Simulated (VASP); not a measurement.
Data:

```
CELL_PARAMETERS angstrom
      0.00000     3.21883     3.21883
      3.21883     0.00000     3.21883
      3.21883     3.21883     0.00000
ATOMIC_POSITIONS crystal
  Te 0.50000 0.50000 0.50000
  Pb 0.00000 0.00000 0.00000
```

These are revTPSS meta-GGA, VASP's PBE PAW potentials (set 64) (plane waves; VASP) values and carry that method's errors. Numerical set-up: 520 eV cut-off, 7×7×7 Γ-centred mesh, Gaussian smearing of 0.050 eV, potentials Te Pb_d.

Task: Give the stress tensor in GPa (positive for a compressed cell).

Result: 
```
1.34  0.00  0.00
0.00  1.34  0.00
0.00  0.00  1.34
```
The pressure is its mean diagonal, 1.34 GPa.

The compound is PbTe in the rock salt structure. This cell is one point of a volume scan, at 0.97 of the reference volume.
